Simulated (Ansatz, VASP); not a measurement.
# Cross-check of Se between VASP and Ansatz, part 3 of 3

Aim: how closely do two programs agree when they are given the same cell, functional and k mesh? Of the first pair: The structure shown is frame 165 of Ansatz's trajectory.

VASP 6.6.1 and Ansatz 0.2.0.

So far. Step 3 (VASP: single point, PBEsol, pair 1): The run ends at a pressure of 0.00 GPa, with forces up to 2.4 eV/Å.

## 6. VASP: single point, PBEsol, pair 2

Level of this step: PBEsol; plane waves and PAW (Se) (VASP).

The same cell, functional, mesh and smearing now go to VASP, with its own data sets.

Input file INCAR:

```
SYSTEM = Se
PREC = Accurate
ENCUT = 400
EDIFF = 1E-06
NELM = 120
ISMEAR = -1
SIGMA = 0.1
LREAL = .FALSE.
ALGO = Normal
GGA = PS
NBANDS = 112
LORBIT = 11
LWAVE = .FALSE.
LCHARG = .FALSE.
ISIF = 2
LASPH = .TRUE.
GGA_COMPAT = .FALSE.
EFERMI = MIDGAP
```

Input file POSCAR:

```
Se
1.0
    9.7079283383      0.0000000000      0.0000000000
    0.0000000000      9.7079283383      0.0000000000
    0.0000000000      0.0000000000      9.7079283383
Se
30
Direct
    0.2846097441      0.3731923922      0.7982054183
    0.1378824558      0.6980036073      0.6150774699
    0.1650373740      0.2415323762      0.4104724367
    0.6445154704      0.4333086168      0.1939508548
    0.3184616627      0.7023259507      0.2914141825
    0.4746207264      0.0180267772      0.6215239534
    0.5067020304      0.2388360234      0.1960292591
    0.4956024429      0.8564083613      0.4267004098
    0.8963307821      0.0405731260      0.1595277536
    0.2117888522      0.9044779374      0.5412181484
    0.8501879817      0.6897626112      0.4297010500
    0.7747681831      0.3756144332      0.9798953668
    0.8139086656      0.5808929365      0.6586655543
    0.3977673573      0.6310743947      0.0811213240
    0.2836615500      0.9632162161      0.8428717966
    0.3136084130      0.3844213585      0.5516886624
    0.0166960441      0.0573650712      0.6173582860
    0.9948547210      0.5383794377      0.3192516356
    0.6461189021      0.0433586494      0.2762605889
    0.0818374397      0.4602834760      0.8943741688
    0.7265431670      0.1906889849      0.8343750302
    0.2288299403      0.0711034297      0.0607681659
    0.6944559915      0.7313740638      0.0071852611
    0.8671781153      0.8890755781      0.7213475168
    0.9459984334      0.3119632629      0.4604975278
    0.2244697245      0.7237832579      0.8823690328
    0.5816310961      0.5350793515      0.6977918217
    0.0272455309      0.2158024789      0.0265556142
    0.5460311217      0.2570089017      0.6822059011
    0.9023272211      0.8460321001      0.9949563905
```

Input file KPOINTS:

```
Automatic mesh
0
Gamma
1 1 1
0 0 0
```

The projector-augmented-wave data sets are Se (PBE family, release 64).

Launch:

```sh
mpirun -np 4 vasp_gam
```

Numbers of over 12 decimals in the logs are rounded to 6 here.

The program printed:

```text
[banner, memory and clock lines left out]
running    4 mpi-ranks, on    1 nodes
[...]
[... a notice as in an earlier step ...]

 [... a notice as in an earlier step ...]

 LDA part: xc-table for (Slater+PW92), standard interpolation
 POSCAR, INCAR and KPOINTS ok, starting setup
[...]
entering main loop
       N       E                     dE             d eps       ncg     rms          rms(c)
DAV:   1     0.141676211111E+04    0.14168E+04   -0.69919E+04   224   0.115E+03
DAV:   2     0.656984762338E+02   -0.13511E+04   -0.12993E+04   304   0.232E+02
DAV:   3    -0.102736477754E+03   -0.16843E+03   -0.16378E+03   256   0.882E+01
DAV:   4    -0.109366914385E+03   -0.66304E+01   -0.65057E+01   304   0.180E+01
[...]
DAV:  15    -0.108195331421E+03   -0.33600E-05   -0.39410E-06   200   0.474E-03    0.340E-03
DAV:  16    -0.108195332629E+03   -0.12076E-05   -0.10977E-06   144   0.260E-03    0.205E-03
DAV:  17    -0.108195333142E+03   -0.51311E-06   -0.53369E-07   136   0.156E-03
   1 F= -.10819533E+03 E0= -.10798923E+03  d E =-.412200E+00
```

From OUTCAR (step 6):

```text
  Total       -0.1264814     -6.3003814     -6.7742075     -1.4531943      2.8238776      0.9058114
  in kB       -0.2214918    -11.0331046    -11.8628596     -2.5448055      4.9451192      1.5862392
  external PRESSURE =      -7.7058187 kB  Pullay stress =       0.0000000 kB

 POSITION                                       TOTAL-FORCE (eV/Angst)
 -----------------------------------------------------------------------------------
      2.76297      3.62292      7.74892         0.204773     -0.300829     -0.133117
      1.33855      6.77617      5.97113        -0.141532      0.126835      0.330768
      1.60217      2.34478      3.98484         0.511170     -0.296892      0.167522
      6.25691      4.20653      1.88286        -0.024870     -0.055149     -0.071902
      3.09160      6.81813      2.82903         0.153263     -0.100372     -0.104056
      4.60758      0.17500      6.03371        -0.224576     -0.500860      0.139145
      4.91903      2.31860      1.90304         0.103690     -0.692517      0.014848
      4.81127      8.31395      4.14238         0.539292      0.158446     -0.452089
      8.70152      0.39388      1.54868        -0.482008     -0.085543      0.322040
      2.05603      8.78061      5.25411        -0.149682     -0.527586     -0.302269
      8.25356      6.69617      4.17151        -0.765914     -0.034203      0.418378
      7.52139      3.64644      9.51275         0.156821      0.353011     -0.344239
      7.90137      5.63927      6.39428        -0.501194      0.248122     -0.103974
      3.86150      6.12642      0.78752        -0.345680      0.317764      0.011025
[...]
-----------------------------------------------------------------------------------
    total drift:                                0.000147     -0.000188      0.000582

  FREE ENERGIE OF THE ION-ELECTRON SYSTEM (eV)
  ---------------------------------------------------
  free  energy   TOTEN  =      -108.1953331417 eV

  energy  without entropy=     -107.7831327146  energy(sigma->0) =     -107.98923293

[... 2 parts as in an earlier step ...]

[... 1 further part left out ...]
[key lines of the parts left out:]
E-fermi :   1.7782
```

The run ends at a pressure of -0.77 GPa, with forces up to 1.5 eV/Å.

## 7. Side by side

What differs besides the data sets and the points named for the pairs above, as far as they apply: the data sets hold 480 valence electrons in Ansatz (on its PAW soft_1 files) and 180 in VASP. Total energies have different zeros and are not compared.

Forces on 9 of the 30 atoms, those with the largest forces and the largest differences (eV/Å; atoms numbered as in POSCAR):

```
atom         Ansatz x, y, z           VASP x, y, z
 Se2   -0.127, 0.168, 0.318   -0.142, 0.127, 0.331
 Se3   0.483, -0.271, 0.193   0.511, -0.297, 0.168
Se11  -0.741, -0.070, 0.416  -0.766, -0.034, 0.418
Se17  -1.295, -0.484, 0.498  -1.295, -0.461, 0.494
Se18   0.101, -0.929, 0.231   0.129, -0.952, 0.206
Se21   0.340, -0.309, 0.789   0.356, -0.344, 0.788
Se24    0.797, 1.032, 0.038    0.783, 1.018, 0.048
Se25  -0.146, 0.677, -0.573  -0.190, 0.685, -0.563
Se29   0.188, 0.936, -0.587   0.169, 0.955, -0.604
```

The forces differ by 20 meV/Å r.m.s., which is 4.9 % of the r.m.s. force of 0.395 eV/Å (both taken over all components).

## 8. Outcome

```yaml
r_m_s_force_difference_single_point_pbesol_pair_1: 3.4 % of the r.m.s. force
r_m_s_force_difference_single_point_pbesol_pair_2: 4.9 % of the r.m.s. force
```

The r.m.s. force difference is 4.9 % of the r.m.s. force (single point, PBEsol, pair 2), beyond the 3 % picked in this series as the mark of a large difference. The data sets hold unlike numbers of valence electrons (480 in Ansatz and 180 in VASP), so part of the differences comes from the potentials. Ansatz's own log doubts the convergence of its single point, PBEsol, pair 1 run, which may account for the difference. Ansatz's own log doubts the convergence of its single point, PBEsol, pair 2 run, which may account for the difference. 4 further runs of this series are not shown here. How closely two codes agree says nothing of how well the functional describes the real material.

[Lines on the potential files, build, host, timing and source positions are cut from VASP's logs without a mark.]

[Logs are printed without paths, hosts, clocks, repeated set-up lines and the standing remarks that a program may print on its own settings, such as how far it seeks lower states.]

[Hosts, paths, dates, database ids (printed as entryN), source tags and the programs' standing remarks are cut or masked in the printed files.]
